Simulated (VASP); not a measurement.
Computed with PBEsol GGA, VASP's PBE PAW potentials (set 64) (plane waves; VASP).

A VASP calculation is set up with these files.

KPOINTS:
```
Automatic mesh
0
gamma
12 12 6
```

**INCAR**
```
SYSTEM = PdC
PREC = Accurate; ENCUT = 520; LREAL = .FALSE.
LASPH = .TRUE.
EDIFF = 1E-7; NELM = 100; ALGO = Normal
LMAXMIX = 4
ISMEAR = -5
GGA = PS
ISIF = 2
LWAVE = .FALSE.; LCHARG = .TRUE.; LORBIT = 11
NEDOS = 601
LEFG = .TRUE.
```

**POSCAR**
```
PdC
1
    3.1514284453     0.0000000000    -0.0000000000
   -1.5757142227     2.7292171687     0.0000000000
   -0.0000000000     0.0000000000     5.8294834000
Pd C
2 2
Direct
  0.3333330000   0.6666670000   0.0082831127
  0.6666670000   0.3333330000   0.5082831127
  0.3333330000   0.6666670000   0.3667168873
  0.6666670000   0.3333330000   0.8667168873
```

POTCAR, in this order: Pd C (PBE.64 set). Program: vasp_std.

The resulting files:

**OUTCAR**
```
 ion  position               nearest neighbor table
   1  0.333  0.667  0.008-   4 2.00   4 2.00   4 2.00   3 2.09   2 3.44   2 3.44   2 3.44   2 3.44
                             2 3.44   2 3.44
   2  0.667  0.333  0.508-   3 2.00   3 2.00   3 2.00   4 2.09   1 3.44   1 3.44   1 3.44   1 3.44
                             1 3.44   1 3.44
   3  0.333  0.667  0.367-   2 2.00   2 2.00   2 2.00   1 2.09
   4  0.667  0.333  0.867-   1 2.00   1 2.00   1 2.00   2 2.09
  LATTYP: Found a hexagonal cell.
 ALAT       =     3.1514284453
 C/A-ratio  =     1.8497908175
 Subroutine PRICEL returns:
 Original cell was already a primitive cell.
 Subroutine GETGRP returns: Found 12 space group operations
The static configuration has the point symmetry C_3v.
 The point group associated with its full space group is C_6v.
The dynamic configuration has the point symmetry C_3v.
 Subroutine INISYM returns: Found 12 space group operations
 Subroutine IBZKPT returns following result:
 Found     76 irreducible k-points:

 Following reciprocal coordinates:
            Coordinates               Weight
  0.000000  0.000000  0.000000      1.000000
  0.083333  0.000000  0.000000      6.000000
  0.166667  0.000000  0.000000      6.000000
  0.250000  0.000000  0.000000      6.000000
  0.333333  0.000000  0.000000      6.000000
  0.416667 -0.000000  0.000000      6.000000
  0.500000  0.000000  0.000000      3.000000
  0.083333  0.083333  0.000000      6.000000
  0.166667  0.083333  0.000000     12.000000
  0.250000  0.083333  0.000000     12.000000
  0.333333  0.083333  0.000000     12.000000
  0.416667  0.083333  0.000000     12.000000
  0.166667  0.166667  0.000000      6.000000
  0.250000  0.166667  0.000000     12.000000
  0.333333  0.166667  0.000000     12.000000
  0.416667  0.166667  0.000000      6.000000
  0.250000  0.250000  0.000000      6.000000
  0.333333  0.250000  0.000000     12.000000
  0.333333  0.333333  0.000000      2.000000
  0.000000  0.000000  0.166667      2.000000
  0.083333  0.000000  0.166667     12.000000
  0.166667  0.000000  0.166667     12.000000
  0.250000  0.000000  0.166667     12.000000
  0.333333  0.000000  0.166667     12.000000
  0.416667 -0.000000  0.166667     12.000000
  0.500000  0.000000  0.166667      6.000000
  0.083333  0.083333  0.166667     12.000000
  0.166667  0.083333  0.166667     24.000000
  0.250000  0.083333  0.166667     24.000000
  0.333333  0.083333  0.166667     24.000000
  0.416667  0.083333  0.166667     24.000000
  0.166667  0.166667  0.166667     12.000000
  0.250000  0.166667  0.166667     24.000000
  0.333333  0.166667  0.166667     24.000000
  0.416667  0.166667  0.166667     12.000000
  0.250000  0.250000  0.166667     12.000000
  0.333333  0.250000  0.166667     24.000000
  0.333333  0.333333  0.166667      4.000000
  0.000000  0.000000  0.333333      2.000000
  0.083333  0.000000  0.333333     12.000000
   k-points           NKPTS =     76   k-points in BZ     NKDIM =     76   number of bands    NBANDS=     18
   number of dos      NEDOS =    601   number of ions     NIONS =      4
   total plane-waves  NPLWV =  27648
   dimension x,y,z NGX =    24 NGY =   24 NGZ =   48
   dimension x,y,z NGXF=    48 NGYF=   48 NGZF=   96
   ions per type =               2   2
   PREC   = accura    normal or accurate (medium, high low for compatibility)
   ISTART =      0    job   : 0-new  1-cont  2-samecut
   ICHARG =      2    charge: 1-file 2-atom 10-const
   ISPIN  =      1    spin polarized calculation?
   LNONCOLLINEAR =      F non collinear calculations
   LSORBIT =      F    spin-orbit coupling
   INIWAV =      1    electr: 0-lowe 1-rand  2-diag
...
```

**OSZICAR**
```
       N       E                     dE             d eps       ncg     rms          rms(c)
DAV:   1     0.155110051703E+03    0.15511E+03   -0.14505E+04  2736   0.149E+03
DAV:   2    -0.217038372465E+02   -0.17681E+03   -0.17170E+03  3020   0.311E+02
DAV:   3    -0.306967077701E+02   -0.89929E+01   -0.87629E+01  3236   0.688E+01
DAV:   4    -0.308584416098E+02   -0.16173E+00   -0.16080E+00  3080   0.971E+00
DAV:   5    -0.308606000755E+02   -0.21585E-02   -0.21571E-02  3156   0.112E+00    0.270E+01
DAV:   6    -0.278540561975E+02    0.30065E+01   -0.31883E+01  3200   0.596E+01    0.130E+01
DAV:   7    -0.264580829925E+02    0.13960E+01   -0.70971E+00  2752   0.308E+01    0.651E+00
DAV:   8    -0.264568933106E+02    0.11897E-02   -0.66746E-01  2880   0.555E+00    0.250E+00
DAV:   9    -0.264209008670E+02    0.35992E-01   -0.73523E-02  3118   0.306E+00    0.372E-01
DAV:  10    -0.264214049382E+02   -0.50407E-03   -0.16068E-02  2798   0.884E-01    0.830E-02
DAV:  11    -0.264213790454E+02    0.25893E-04   -0.52631E-04  2864   0.220E-01    0.636E-02
DAV:  12    -0.264213372304E+02    0.41815E-04   -0.10098E-04  3566   0.111E-01    0.668E-03
DAV:  13    -0.264213386550E+02   -0.14246E-05   -0.13038E-05  2856   0.262E-02    0.447E-03
DAV:  14    -0.264213384130E+02    0.24193E-06   -0.45123E-07  2890   0.455E-03    0.741E-04
DAV:  15    -0.264213384154E+02   -0.23874E-08   -0.92196E-09  1412   0.870E-04
   1 F= -.26421338E+02 E0= -.26421338E+02  d E =0.000000E+00
```

File OUTCAR:
```
------------------------ aborting loop because EDIFF is reached ----------------------------------------
  FORCE on cell =-STRESS in cart. coord.  units (eV):
  Direction    XX          YY          ZZ          XY          YZ          ZX
  --------------------------------------------------------------------------------------
  Total        0.0546678      0.0546678     -0.2599446     -0.0000000      0.0000000      0.0000000
  in kB        1.7468925      1.7468926     -8.3064544     -0.0000000      0.0000000      0.0000000
  external PRESSURE =      -1.6042231 kB  Pullay stress =       0.0000000 kB
  volume of cell :       50.14
      direct lattice vectors                 reciprocal lattice vectors
     3.151428445  0.000000000  0.000000000     0.317316422  0.183202717  0.000000000
    -1.575714223  2.729217169  0.000000000     0.000000000  0.366405434  0.000000000
     0.000000000  0.000000000  5.829483400     0.000000000  0.000000000  0.171541787
 POSITION                                       TOTAL-FORCE (eV/Angst)
 -----------------------------------------------------------------------------------
     -0.00000      1.81948      0.04829         0.000000      0.000000     -0.038927
      1.57572      0.90974      2.96303        -0.000000      0.000000     -0.038927
     -0.00000      1.81948      2.13777         0.000000     -0.000000      0.038927
      1.57572      0.90974      5.05251        -0.000000      0.000000      0.038927
 -----------------------------------------------------------------------------------
    total drift:                               -0.000707      0.000408     -0.000293
  FREE ENERGIE OF THE ION-ELECTRON SYSTEM (eV)
  ---------------------------------------------------
  free  energy   TOTEN  =       -26.4213384154 eV

  energy  without entropy=      -26.4213384154  energy(sigma->0) =      -26.42133842

 total charge

# of ion       s       p       d       tot
------------------------------------------
    1        0.628   0.725   8.465   9.818
    2        0.628   0.725   8.465   9.818
    3        0.917   1.335   0.000   2.252
    4        0.917   1.335   0.000   2.252
--------------------------------------------------
tot          3.090   4.121  16.929  24.140

 Electric field gradients after diagonalization (V/A^2)
 (convention: |V_zz| > |V_xx| > |V_yy|)
----------------------------------------------------------------------
 ion       V_xx      V_yy      V_zz     asymmetry (V_yy - V_xx)/ V_zz
----------------------------------------------------------------------
   1      27.238    27.237   -54.475       0.000
   2      27.238    27.237   -54.475       0.000
   3       0.364     0.364    -0.728       0.001
   4       0.364     0.364    -0.728       0.001
```
(Selected blocks of OUTCAR.)

For a metal the tetrahedron method with Blöchl corrections gives inexact stress and forces.

The structure was generated: PdC was put into the wurtzite type (P6_3mc), which need not be its known phase. It was relaxed first, which changed the volume by -18 %.
